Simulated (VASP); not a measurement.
VASP ran on this input.

### POSCAR
```
NaI
6.325580
  0.0000000000   0.4999999994   0.4999999994
  0.4999999994   0.0000000000   0.4999999994
  0.4999999994   0.4999999994   0.0000000000
Na I
1 1
Cart
  0.0000000000   0.0000000000   0.0000000000
  0.4999999994   0.4999999994   0.4999999994
```

INCAR:
```
SYSTEM = NaI
PREC = Accurate
ENCUT = 520
EDIFF = 1E-6
NELM = 60
ALGO = Normal
LREAL = .FALSE.
LASPH = .TRUE.
ISMEAR = 0
SIGMA = 0.05
GGA = PE
AEXX = 0.25
HFRCUT = -1
LHFCALC = .TRUE.
PRECFOCK = Fast
ISYM = 3
LMAXMIX = 4
LWAVE = .FALSE.
LCHARG = .FALSE.
ISIF = 2
```

### KPOINTS
```
Automatic mesh
0
Gamma
6 6 6
0 0 0
```

POTCAR, in this order: Na_pv I (PBE.64 set). Program: vasp_std. Read from the step before: WAVECAR.

### Question
Translate this PBE0 calculation to Quantum ESPRESSO's pw.x.

### Answer
One equivalent input (not run):
```
&CONTROL
  calculation = 'scf'
  pseudo_dir = './pseudo'
  outdir = './out'
  tprnfor = .true.
  tstress = .false.
/
&SYSTEM
  ibrav = 0
  nat = 2
  ntyp = 2
  ecutwfc = 88
  occupations = 'smearing'
  smearing = 'gaussian'
  degauss = 0.003675
  input_dft = 'pbe0'
  nqx1 = 6
  nqx2 = 6
  nqx3 = 6
/
&ELECTRONS
  conv_thr = 7.3e-08
  electron_maxstep = 60
/
ATOMIC_SPECIES
  Na 22.990 Na.upf
  I 126.904 I.upf
CELL_PARAMETERS angstrom
     0.0000000    3.1627900    3.1627900
     3.1627900    0.0000000    3.1627900
     3.1627900    3.1627900    0.0000000
ATOMIC_POSITIONS crystal
  Na   0.0000000  0.0000000  0.0000000
  I    0.5000000  0.5000000  0.5000000
K_POINTS automatic
  6 6 6 0 0 0
```
The two are equivalent in intent, not identical: the potentials are each code's own (VASP's PAW set, PseudoDojo norm-conserving files in pw.x), so ENCUT and ecutwfc are chosen apart and not converted; conv_thr bounds pw.x's estimated SCF error, while EDIFF bounds the energy change between steps; the singularity of exact exchange is treated differently by default.

The compound is NaI in the rock salt structure. This cell is one point of a volume scan, at 0.91 of the reference volume.
